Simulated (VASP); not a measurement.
Computed with PBE GGA, VASP's PBE PAW potentials (set 64) (plane waves; VASP).

VASP input:

INCAR:
```
SYSTEM  =  BaTa
PREC  =  Accurate; ENCUT  =  300; LREAL  =  .FALSE.
LASPH  =  .TRUE.
EDIFF  =  1E-6; NELM  =  100; ALGO  =  Normal
LMAXMIX  =  6
ISMEAR  =  -1; SIGMA  =  0.1
GGA  =  PE
ISIF  =  2
LWAVE  =  .FALSE.; LCHARG  =  .FALSE.
```

### POSCAR
```
BaTa
1
    3.9976790000     0.0000000000     0.0000000000
    0.0000000000     3.9976790000     0.0000000000
    0.0000000000     0.0000000000     5.2398140000
Ba Ta
1 1
Direct
  0.5000000000   0.5000000000   0.5000000000
  0.0000000000   0.0000000000   0.0000000000
```

**KPOINTS**
```
kpoints
0
gamma
 6 6 4
```

POTCAR, in this order: Ba_sv Ta_pv (PBE.64 set). Program: vasp_std.

At this cut-off the stress carries a Pulay error, which pulls relaxed volumes low. Unless said otherwise, spin-orbit coupling is left out, though it shifts the bands of the heavy elements here.

Task: Predict the energy per atom (σ→0), pressure, band gap (on the k-mesh).

Result: 
- energy per atom (σ→0): -4.824 eV/atom
- band gap (on the k-mesh): none (metal, semimetal or under 0.01 eV)
- pressure: -7.45 GPa

### OSZICAR
```
...
DAV:   8    -0.974328431036E+01    0.30011E-02   -0.34236E-01  1182   0.234E+00    0.445E-01
DAV:   9    -0.973360859372E+01    0.96757E-02   -0.78638E-02  1070   0.972E-01    0.134E-01
DAV:  10    -0.973391861429E+01   -0.31002E-03   -0.26304E-03  1132   0.242E-01    0.730E-02
DAV:  11    -0.973396829736E+01   -0.49683E-04   -0.17765E-04  1050   0.859E-02    0.221E-02
DAV:  12    -0.973396424213E+01    0.40552E-05   -0.36022E-05  1116   0.306E-02    0.665E-03
DAV:  13    -0.973396384827E+01    0.39386E-06   -0.11380E-05  1092   0.108E-02    0.200E-03
DAV:  14    -0.973396328234E+01    0.56593E-06   -0.23658E-06   708   0.643E-03
   1 F= -.97339633E+01 E0= -.96488737E+01  d E =-.170179E+00
```

The structure was generated: BaTa was put into an ordered model structure, which need not be its known phase. The cell was not relaxed at this level. The electron count is odd and the run is not spin-polarised, which forces a metal. VASP warned that the highest band is occupied, so more bands are needed.
